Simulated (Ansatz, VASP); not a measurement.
**HfTeS in two plane-wave programs**

One calculation is typed for both programs; each brings its own data sets. How far apart do they land? The cell is taken from a series of runs on this material, whose earlier steps may have relaxed, scaled, displaced or heated it; both programs get it as it stands.

Calculated with Ansatz 0.2.0; plane waves, with VASP 6.6.1 beside it; PBEsol.

## 1. Set-up

The cell holds 3 atoms: 1 Hf, 1 S and 1 Te. Its edges and angles: a = 3.846 Å, b = 3.763 Å, c = 30.000 Å, α = 90.0°, β = 90.0°, γ = 120.7°. Vacuum lies along c.

## 2. VASP: zone-centre phonons, PBEsol

Second derivatives magnify differences that forces hide, and they need a tight electronic threshold.

Lines of VASP's logs that name or quote its potential files are left out, and so is its time.

Input file INCAR:

```
SYSTEM = HfTeS
PREC = Accurate
ENCUT = 500
EDIFF = 1E-08
NELM = 120
ISMEAR = 1
SIGMA = 0.2
LREAL = .FALSE.
ALGO = Normal
GGA = PS
NBANDS = 17
LASPH = .TRUE.
LORBIT = 11
LWAVE = .FALSE.
LCHARG = .FALSE.
ISIF = 2
IBRION = 8
GGA_COMPAT = .FALSE.
NELMDL = -8
KPAR = 2
```

Input file POSCAR:

```
HfTeS
1.0
    3.8464295336      0.0000000000      0.0000000000
   -1.9232147668      3.2340831941      0.0000000000
    0.0000000000      0.0000000000     30.0000000000
Hf S Te
1 1 1
Direct
    0.9993807383      0.9987614766      0.3389974804
    0.3361733599      0.6723467199      0.3812891621
    0.6644459017      0.3288918034      0.2763800240
```

Input file KPOINTS:

```
Automatic mesh
0
Gamma
15 15 1
0 0 0
```

The projector-augmented-wave data sets are Hf_pv, S and Te (PBE family, release 64).

Command:

```bash
$ mpirun -np 2 vasp_std
```

Numbers of over 12 decimals in the logs are rounded to 6 here.

The log of the run:

```text
[banner, memory and clock lines left out]
running    2 mpi-ranks, on    1 nodes
 distrk:  each k-point on    1 cores,    2 groups
 distr:  one band on    1 cores,    1 groups

 POSCAR found type information on POSCAR HfS Te
 POSCAR found :  3 types and       3 ions
|                                                                             |
|               ----> ADVICE to this user running VASP <----                  |
|                                                                             |
|     You enforced a specific xc type in the INCAR file but a different       |
|     [... a line on the potential file left out ...]
|     I HOPE YOU KNOW WHAT YOU ARE DOING!                                     |
|                                                                             |

 LDA part: xc-table for (Slater+PW92), standard interpolation
 POSCAR, INCAR and KPOINTS ok, starting setup
 FFT: planning ... GRIDC
 FFT: planning ... GRID_SOFT
 FFT: planning ... GRID
 WAVECAR not read
 entering main loop
       N       E                     dE             d eps       ncg     rms          rms(c)
DAV:   1     0.102668905345E+03    0.10267E+03   -0.87022E+03  2720   0.870E+02
DAV:   2    -0.105238940414E+02   -0.11319E+03   -0.11040E+03  2924   0.157E+02
DAV:   3    -0.229863763917E+02   -0.12462E+02   -0.12405E+02  3093   0.521E+01
DAV:   4    -0.232476567415E+02   -0.26128E+00   -0.25999E+00  3461   0.901E+00
DAV:   5    -0.232515341044E+02   -0.38774E-02   -0.38764E-02  3342   0.964E-01
DAV:   6    -0.232515884619E+02   -0.54357E-04   -0.54348E-04  3496   0.103E-01
DAV:   7    -0.232515894234E+02   -0.96153E-06   -0.96153E-06  3336   0.121E-02
DAV:   8    -0.232515894420E+02   -0.18549E-07   -0.18795E-07  3528   0.149E-03    0.465E+01
DAV:   9    -0.220395216356E+02    0.12121E+01   -0.38839E+00  2542   0.880E+00    0.330E+01
DAV:  10    -0.219955655220E+02    0.43956E-01   -0.18541E+00  2871   0.714E+00    0.843E+00
DAV:  11    -0.219188172165E+02    0.76748E-01   -0.44181E-01  2768   0.345E+00    0.168E+00
DAV:  12    -0.219156800421E+02    0.31372E-02   -0.53038E-02  2845   0.118E+00    0.611E-01
DAV:  13    -0.219152766472E+02    0.40339E-03   -0.40709E-03  2983   0.366E-01    0.169E-01
DAV:  14    -0.219151317704E+02    0.14488E-03   -0.35681E-04  3097   0.107E-01    0.935E-02
[...]
DAV:  24    -0.219158413804E+02   -0.78336E-05   -0.18878E-07  2767   0.999E-04    0.453E-04
DAV:  25    -0.219158460353E+02   -0.46549E-05   -0.88739E-08  2577   0.722E-04    0.230E-04
DAV:  26    -0.219158497046E+02   -0.36692E-05   -0.11388E-07  2646   0.730E-04    0.416E-04
DAV:  27    -0.219158501701E+02   -0.46549E-06   -0.13422E-09  2623   0.160E-04    0.140E-04
DAV:  28    -0.219158507942E+02   -0.62411E-06   -0.72191E-09  2199   0.221E-04    0.874E-05
DAV:  29    -0.219158508748E+02   -0.80649E-07    0.30090E-11  2611   0.651E-05    0.401E-05
DAV:  30    -0.219158509454E+02   -0.70580E-07   -0.46405E-11  2180   0.574E-05    0.226E-05
DAV:  31    -0.219158509539E+02   -0.84942E-08    0.33026E-10  2243   0.214E-05
   1 F= -.21915851E+02 E0= -.21916364E+02  d E =0.153840E-02
 Linear response reoptimize wavefunctions to high precision
DAV:   1    -0.219158509592E+02   -0.53210E-08    0.33309E-10  2216   0.164E-05
DAV:   2    -0.219158509592E+02    0.39108E-10    0.34808E-10  1789   0.525E-06
 Linear response DOF=           9
 Linear response progress:
  Degree of freedom:   1/  9
       N       E                     dE             d eps       ncg     rms          rms(c)
RMM:   1    -0.218695328445E+00   -0.21870E+00    0.42363E+00  4039   0.130E+01
RMM:   2    -0.223730007205E+00   -0.50347E-02   -0.41912E-02  5827   0.132E+00    0.587E-01
RMM:   3    -0.223389545473E+00    0.34046E-03   -0.21713E-03  8325   0.225E-01    0.241E-01
RMM:   4    -0.223023921275E+00    0.36562E-03   -0.19844E-04  8176   0.781E-02    0.156E-01
RMM:   5    -0.222686064338E+00    0.33786E-03   -0.52153E-05  8384   0.428E-02    0.127E-02
RMM:   6    -0.222670347355E+00    0.15717E-04   -0.54400E-06  8673   0.112E-02    0.989E-03
[...]
first order change of Fermi-energy   0.22963E+01
 force on displaced ion       1 direction 3 :  -0.000  -0.560 -14.957
 Linear response progress:
  Degree of freedom:   4/  9
       N       E                     dE             d eps       ncg     rms          rms(c)
RMM:   1    -0.104925343415E+00   -0.10493E+00    0.47077E-02  9609   0.186E+00
RMM:   2    -0.104932823807E+00   -0.74804E-05   -0.37540E-03  6478   0.342E-01    0.530E-01
RMM:   3    -0.105231408023E+00   -0.29858E-03   -0.50153E-04  6605   0.113E-01    0.312E-01
RMM:   4    -0.105837559829E+00   -0.60615E-03   -0.39904E-04  6521   0.918E-02    0.268E-02
RMM:   5    -0.105659039906E+00    0.17852E-03   -0.31806E-05  6750   0.277E-02    0.142E-02
RMM:   6    -0.105635193678E+00    0.23846E-04   -0.31625E-06  7334   0.899E-03    0.590E-03
RMM:   7    -0.105670242064E+00   -0.35048E-04   -0.14897E-06  6459   0.541E-03    0.233E-03
RMM:   8    -0.105657471511E+00    0.12771E-04   -0.75711E-08  6564   0.184E-03    0.127E-03
RMM:   9    -0.105656936966E+00    0.53455E-06    0.12329E-07  7388   0.637E-04    0.268E-04
RMM:  10    -0.105655839016E+00    0.10979E-05   -0.64472E-08  6838   0.284E-04    0.675E-05
RMM:  11    -0.105655749897E+00    0.89119E-07   -0.10917E-07  7778   0.114E-04    0.650E-05
[...]
RMM:   1    -0.139440747405E+00   -0.13944E+00    0.41890E-02  5439   0.179E+00
RMM:   2    -0.138618727082E+00    0.82202E-03   -0.30637E-03  3684   0.308E-01    0.454E-01
RMM:   3    -0.138565881337E+00    0.52846E-04   -0.59769E-04  3879   0.107E-01    0.254E-01
RMM:   4    -0.138680984501E+00   -0.11510E-03   -0.18162E-04  4076   0.522E-02    0.380E-02
RMM:   5    -0.138629041350E+00    0.51943E-04   -0.13242E-05  3968   0.167E-02    0.222E-02
RMM:   6    -0.138597513120E+00    0.31528E-04   -0.21037E-06  3890   0.643E-03    0.846E-03
RMM:   7    -0.138592488400E+00    0.50247E-05   -0.42781E-07  3884   0.303E-03    0.173E-03
RMM:   8    -0.138598967951E+00   -0.64796E-05   -0.16614E-07  3888   0.143E-03    0.150E-03
RMM:   9    -0.138596186913E+00    0.27810E-05   -0.11228E-07  3970   0.105E-03    0.640E-04
RMM:  10    -0.138594195391E+00    0.19915E-05   -0.10489E-08  3772   0.352E-04    0.286E-04
RMM:  11    -0.138591948969E+00    0.22464E-05   -0.73143E-08  4105   0.561E-04    0.108E-04
RMM:  12    -0.138591698986E+00    0.24998E-06   -0.30622E-08  4152   0.300E-04    0.895E-05
RMM:  13    -0.138591042631E+00    0.65635E-06   -0.17499E-08  4201   0.284E-04    0.427E-05
RMM:  14    -0.138591012321E+00    0.30310E-07   -0.37002E-08  4167   0.131E-04    0.462E-05
RMM:  15    -0.138591094872E+00   -0.82550E-07   -0.61018E-08  4310   0.150E-04    0.166E-05
RMM:  16    -0.138591080157E+00    0.14715E-07   -0.46867E-08  4083   0.714E-05    0.706E-06
RMM:  17    -0.138591047728E+00    0.32430E-07   -0.52876E-08  4062   0.687E-05    0.671E-06
RMM:  18    -0.138591024818E+00    0.22910E-07   -0.38211E-08  4001   0.562E-05    0.292E-06
RMM:  19    -0.138591024128E+00    0.69020E-09   -0.32975E-08  3841   0.471E-05    0.220E-06
 first order change of Fermi-energy  -0.15408E+01
 force on displaced ion       2 direction 3 :  -0.000  -0.254  -8.097
 Linear response progress:
  Degree of freedom:   7/  9
       N       E                     dE             d eps       ncg     rms          rms(c)
RMM:   1    -0.416293870297E-01   -0.41629E-01    0.31005E-02  9409   0.891E-01
RMM:   2    -0.425474394414E-01   -0.91805E-03   -0.17907E-03  7218   0.198E-01    0.238E-01
RMM:   3    -0.426424379772E-01   -0.94999E-04   -0.18627E-04  6786   0.686E-02    0.149E-01
RMM:   4    -0.428478096882E-01   -0.20537E-03   -0.74371E-05  6643   0.459E-02    0.107E-02
RMM:   5    -0.428208720255E-01    0.26938E-04   -0.46507E-06  7092   0.114E-02    0.656E-03
RMM:   6    -0.428094427216E-01    0.11429E-04   -0.82218E-07  6972   0.460E-03    0.210E-03
RMM:   7    -0.428107198717E-01   -0.12772E-05   -0.11431E-07  7249   0.141E-03    0.147E-03
RMM:   8    -0.428089145257E-01    0.18053E-05    0.67385E-08  6956   0.574E-04    0.477E-04
RMM:   9    -0.428091027628E-01   -0.18824E-06   -0.24583E-08  7557   0.202E-04    0.234E-04
RMM:  10    -0.428091687066E-01   -0.65944E-07   -0.50007E-09  7311   0.856E-05    0.913E-05
RMM:  11    -0.428091343706E-01    0.34336E-07    0.41531E-10  7525   0.373E-05    0.156E-05
RMM:  12    -0.428091063065E-01    0.28064E-07    0.25308E-09  7376   0.255E-05    0.981E-06
RMM:  13    -0.428090978754E-01    0.84311E-08   -0.47767E-09  6682   0.215E-05    0.122E-06
 first order change of Fermi-energy  -0.68222E-03
 force on displaced ion       3 direction 1 :  -2.798  -0.000   0.000
 Linear response progress:
  Degree of freedom:   8/  9
       N       E                     dE             d eps       ncg     rms          rms(c)
RMM:   1    -0.410048410351E-01   -0.41005E-01    0.29128E-02  5338   0.889E-01
RMM:   2    -0.419380080872E-01   -0.93317E-03   -0.17517E-03  4065   0.196E-01    0.239E-01
RMM:   3    -0.420303320338E-01   -0.92324E-04   -0.17132E-04  3859   0.663E-02    0.147E-01
RMM:   4    -0.422256522386E-01   -0.19532E-03   -0.71022E-05  3747   0.442E-02    0.104E-02
RMM:   5    -0.422014493298E-01    0.24203E-04   -0.43563E-06  4004   0.111E-02    0.618E-03
RMM:   6    -0.421908540845E-01    0.10595E-04   -0.66483E-07  3962   0.439E-03    0.225E-03
RMM:   7    -0.421908317513E-01    0.22333E-07   -0.96192E-08  4121   0.120E-03    0.143E-03
RMM:   8    -0.421902845822E-01    0.54717E-06   -0.10931E-07  3970   0.599E-04    0.568E-04
RMM:   9    -0.421898287261E-01    0.45586E-06   -0.50635E-08  4164   0.237E-04    0.174E-04
RMM:  10    -0.421900587715E-01   -0.23005E-06   -0.79329E-08  4094   0.114E-04    0.119E-04
RMM:  11    -0.421900172303E-01    0.41541E-07   -0.43142E-08  4070   0.623E-05    0.126E-05
RMM:  12    -0.421900142758E-01    0.29545E-08   -0.44559E-08  4125   0.387E-05    0.103E-05
 first order change of Fermi-energy   0.54212E-01
 force on displaced ion       3 direction 2 :   0.000  -2.837  -0.240
 Linear response progress:
  Degree of freedom:   9/  9
       N       E                     dE             d eps       ncg     rms          rms(c)
RMM:   1    -0.796684022869E-01   -0.79668E-01    0.54233E-02  5263   0.947E-01
RMM:   2    -0.800409421608E-01   -0.37254E-03   -0.23312E-03  4122   0.232E-01    0.501E-01
RMM:   3    -0.799701155964E-01    0.70827E-04   -0.25551E-04  3756   0.806E-02    0.302E-01
RMM:   4    -0.800567195967E-01   -0.86604E-04   -0.10247E-04  3604   0.447E-02    0.437E-02
RMM:   5    -0.800305379524E-01    0.26182E-04   -0.17342E-05  3711   0.198E-02    0.134E-02
RMM:   6    -0.800230787806E-01    0.74592E-05   -0.13234E-06  3934   0.603E-03    0.808E-03
RMM:   7    -0.800153746280E-01    0.77042E-05   -0.61848E-07  4011   0.335E-03    0.263E-03
RMM:   8    -0.800198943256E-01   -0.45197E-05   -0.83935E-08  3895   0.130E-03    0.188E-03
RMM:   9    -0.800211754047E-01   -0.12811E-05   -0.16486E-08  4140   0.484E-04    0.122E-03
RMM:  10    -0.800218525077E-01   -0.67710E-06   -0.15958E-08  3888   0.350E-04    0.377E-04
RMM:  11    -0.800232531009E-01   -0.14006E-05   -0.14661E-08  3894   0.249E-04    0.157E-04
RMM:  12    -0.800239065521E-01   -0.65345E-06   -0.12255E-08  4218   0.218E-04    0.146E-04
RMM:  13    -0.800247073498E-01   -0.80080E-06    0.54325E-09  4292   0.255E-04    0.610E-05
RMM:  14    -0.800247793124E-01   -0.71963E-07    0.38125E-08  4260   0.921E-05    0.303E-05
RMM:  15    -0.800248769375E-01   -0.97625E-07    0.50871E-08  4263   0.676E-05    0.128E-05
RMM:  16    -0.800248349273E-01    0.42010E-07    0.54902E-08  4333   0.640E-05    0.326E-05
RMM:  17    -0.800248288706E-01    0.60567E-08    0.47785E-08  4013   0.348E-05    0.513E-06
 first order change of Fermi-energy  -0.75507E+00
 force on displaced ion       3 direction 3 :   0.000  -0.253  -9.133
 Linear response finished
```

OUTCAR, selected parts (step 2):

```text
ion  position               nearest neighbor table
   1  0.999  0.999  0.339-   2 2.52   2 2.53   2 2.53   3 2.87   3 2.89   3 2.89
   2  0.336  0.672  0.381-   1 2.52   1 2.53   1 2.53
   3  0.664  0.329  0.276-   1 2.87   1 2.89   1 2.89

  LATTYP: Found a base centered orthorhombic cell.
 ALAT       =     3.8464295336
 B/A-ratio  =     1.6816027258
 C/A-ratio  =     7.7994409459

 Subroutine GETGRP returns: Found  2 space group operations
 (whereof  2 operations were pure point group operations)

The static configuration has the point symmetry C_1h.

 Found     64 irreducible k-points:

   k-points           NKPTS =     64   k-points in BZ     NKDIM =     64   number of bands    NBANDS=     17

   dimension x,y,z NGX =    28 NGY =   28 NGZ =  224
   dimension x,y,z NGXF=    56 NGYF=   56 NGZF=  448

   ENCUT  =  500.0 eV  36.75 Ry    6.06 a.u.   7.01  6.86 54.70*2*pi/ulx,y,z

   NELECT =      22.0000    total number of electrons

 k-points in reciprocal lattice and weights: Automatic mesh
   0.00000000  0.00000000  0.00000000       0.004
   0.06666667 -0.00000000  0.00000000       0.018
   0.13333333 -0.00000000  0.00000000       0.018
   0.20000000 -0.00000000  0.00000000       0.018
   0.26666667 -0.00000000  0.00000000       0.018
   0.33333333 -0.00000000  0.00000000       0.018
   0.40000000 -0.00000000  0.00000000       0.018
   0.46666667 -0.00000000  0.00000000       0.018
   0.00000000  0.06666667  0.00000000       0.009
[...]
0.00000000  0.46666667  0.00000000       0.009
   0.06666667  0.46666667  0.00000000       0.009

 average (electrostatic) potential at core
       1 -45.8722       2 -94.6019       3 -96.4559

  Total       -1.4187438     -0.3524283     -0.0884046      0.0000000     -0.0018920      0.0000000
  in kB       -6.0909403     -1.5130426     -0.3795379      0.0000000     -0.0081225      0.0000000
  external PRESSURE =      -2.6611736 kB  Pullay stress =       0.0000000 kB

  energy-cutoff  :      500.00
  volume of cell :      373.19
      direct lattice vectors                 reciprocal lattice vectors
     3.846429534  0.000000000  0.000000000     0.259981365  0.154603320  0.000000000
    -1.923214767  3.234083194  0.000000000     0.000000000  0.309206641  0.000000000
     0.000000000  0.000000000 30.000000000     0.000000000  0.000000000  0.033333333

 POSITION                                       TOTAL-FORCE (eV/Angst)
 -----------------------------------------------------------------------------------
      1.92321      3.23008     10.16992        -0.000000      0.000622      0.022636
     -0.00000      2.17443     11.43867         0.000000     -0.000995     -0.036995
      1.92321      1.06366      8.29140         0.000000      0.000373      0.014359
 -----------------------------------------------------------------------------------
    total drift:                                0.000000      0.000196      0.000179

 Eigenvectors and eigenvalues of the dynamical matrix
 ----------------------------------------------------

   1 f  =    8.476713 THz    53.260758 2PiTHz  282.752709 cm-1    35.056852 meV
             X         Y         Z           dx          dy          dz
      1.923215  3.230078 10.169924     0.000000   -0.032173   -0.406059
     -0.000000  2.174425 11.438675    -0.000000    0.085988    0.908879
      1.923215  1.063663  8.291401     0.000000   -0.004829    0.024570

   2 f  =    6.774314 THz    42.564268 2PiTHz  225.966781 cm-1    28.016298 meV
             X         Y         Z           dx          dy          dz
      1.923215  3.230078 10.169924    -0.000000    0.276328   -0.030376
     -0.000000  2.174425 11.438675     0.000000   -0.945245    0.086624
      1.923215  1.063663  8.291401    -0.000000    0.147212   -0.007500

   3 f  =    6.742728 THz    42.365809 2PiTHz  224.913194 cm-1    27.885669 meV
             X         Y         Z           dx          dy          dz
      1.923215  3.230078 10.169924    -0.278421   -0.000000    0.000000
     -0.000000  2.174425 11.438675     0.949222    0.000000   -0.000000
      1.923215  1.063663  8.291401    -0.146487   -0.000000    0.000000

   4 f  =    5.299344 THz    33.296763 2PiTHz  176.767102 cm-1    21.916318 meV
             X         Y         Z           dx          dy          dz
      1.923215  3.230078 10.169924    -0.000000    0.021079    0.552918
     -0.000000  2.174425 11.438675     0.000000    0.014193    0.267564
      1.923215  1.063663  8.291401     0.000000   -0.031937   -0.788052

   5 f  =    2.710158 THz    17.028428 2PiTHz   90.401155 cm-1    11.208310 meV
             X         Y         Z           dx          dy          dz
      1.923215  3.230078 10.169924    -0.000000    0.627824   -0.026177
     -0.000000  2.174425 11.438675    -0.000000    0.063439   -0.000423
      1.923215  1.063663  8.291401     0.000000   -0.774711    0.030823

   6 f  =    2.698777 THz    16.956916 2PiTHz   90.021509 cm-1    11.161240 meV
             X         Y         Z           dx          dy          dz
      1.923215  3.230078 10.169924    -0.627777   -0.000000    0.000000
     -0.000000  2.174425 11.438675    -0.064425   -0.000000   -0.000000
      1.923215  1.063663  8.291401     0.775723    0.000000   -0.000000

   7 f/i=    0.000672 THz     0.004225 2PiTHz    0.022428 cm-1     0.002781 meV
             X         Y         Z           dx          dy          dz
      1.923215  3.230078 10.169924    -0.000000   -0.001770   -0.726490
     -0.000000  2.174425 11.438675    -0.000000   -0.000710   -0.307968
      1.923215  1.063663  8.291401    -0.000000   -0.001218   -0.614299

   8 f/i=    0.001564 THz     0.009824 2PiTHz    0.052154 cm-1     0.006466 meV
             X         Y         Z           dx          dy          dz
      1.923215  3.230078 10.169924    -0.000000    0.726635   -0.001620
     -0.000000  2.174425 11.438675    -0.000000    0.308044   -0.000847
      1.923215  1.063663  8.291401    -0.000000    0.614090   -0.001326

   9 f/i=    0.001585 THz     0.009959 2PiTHz    0.052873 cm-1     0.006555 meV
             X         Y         Z           dx          dy          dz
      1.923215  3.230078 10.169924     0.726896    0.000000   -0.000000
     -0.000000  2.174425 11.438675     0.307939    0.000000   -0.000000
      1.923215  1.063663  8.291401     0.613837    0.000000   -0.000000

 ELASTIC MODULI CONTR FROM IONIC RELAXATION (kBar)
 Direction    XX          YY          ZZ          XY          YZ          ZX
 --------------------------------------------------------------------------------
 XX         -91.7467    -58.1188   -122.8074     -0.0000     40.2835      0.0000
 YY         -58.1188   -102.1989   -128.9774     -0.0000    -51.4398      0.0000
 ZZ        -122.8074   -128.9774   -218.1071     -0.0000     -4.8598      0.0000
 XY          -0.0000     -0.0000     -0.0000    -17.2248      0.0000     41.6897
 YZ          40.2835    -51.4398     -4.8598      0.0000   -124.3764     -0.0000
 ZX           0.0000      0.0000      0.0000     41.6897     -0.0000   -102.6150
 --------------------------------------------------------------------------------
```

(Continued in part 2 of 2.)

[Lines on the potential files, build, host, timing and source positions are cut from VASP's logs without a mark.]

[Logs are printed without paths, hosts, clocks, repeated set-up lines and the standing remarks that a program may print on its own settings, such as how far it seeks lower states.]

[Hosts, paths, dates, database ids (printed as entryN), source tags and the programs' standing remarks are cut or masked in the printed files.]
